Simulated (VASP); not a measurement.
Given:

```xyz
8
Lattice="0.0000 3.2003 3.2003 3.2003 0.0000 3.2003 12.8275 12.8275 -0.0263" Properties=species:S:1:pos:R:3 pbc="T T T"
Zn     3.2128     3.2128     6.3881
Te     1.5052     1.5052     1.6951
Te     4.7866     4.7866     1.6140
Te     8.0552     8.0552     1.5457
Te    11.3206    11.3206     1.4806
Hg     3.1316     3.1316     0.0687
Hg     6.4070     6.4070    -0.0064
Hg    12.8713    12.8713     6.3305
```

Computed with PBEsol GGA, VASP's PBE PAW potentials (set 64) (plane waves; VASP 6.6.1). Numerical set-up: 400 eV cut-off, 9×9×3 Γ-centred mesh, tetrahedra with Blöchl corrections, potentials Zn Te Hg.

Unless said otherwise, spin-orbit coupling is left out, though it shifts the bands of the heavy elements here.

Q: Predict the energy per atom (σ→0), band gap (on the k-mesh) with the smallest direct gap where there is one.

A: 
```json
{
  "band gap (on the k-mesh)": "none (metal, semimetal or under 0.01 eV)",
  "energy per atom (σ→0)": "-2.365 eV/atom"
}
```

Only differences to runs with the same potentials and settings are physical.

The structure was generated: Hg3ZnTe4 was put into an ordered model structure (R3m), which need not be its known phase. It was relaxed first.
